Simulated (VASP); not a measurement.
Data:

```
CdLi3
1.0
   -1.90929     1.90929     3.50332
    1.90929    -1.90929     3.50332
    1.90929     1.90929    -3.50332
Li Cd
3 1
Cartesian
  0.00000   1.90929   1.75166
  1.90929   0.00000   1.75166
  0.00000   0.00000   3.50332
  0.00000   0.00000   0.00000
```

All values below come from PBEsol GGA, VASP's PBE PAW potentials (set 64) (plane waves; VASP 6.6.1). Numerical set-up: 600 eV cut-off, 10×10×10 Γ-centred mesh, first-order Methfessel-Paxton smearing of 0.10 eV, potentials Li_sv Cd.

Q: Estimate the energy per atom (σ→0), pressure, band gap (on the k-mesh) with the smallest direct gap where there is one.

A: 
```yaml
band gap (on the k-mesh): none (metal, semimetal or under 0.01 eV)
energy per atom (σ→0): -1.767 eV/atom
pressure: 15.09 GPa
```

The absolute energy has meaning only against runs of the same code, potentials and settings.

The structure comes from a computed database's Li3Cd entry (I4/mmm); how it stands against other phases isn't given here. It was relaxed first under an external pressure of 15 GPa. The electron count is odd and the run is not spin-polarised, which forces a metal.
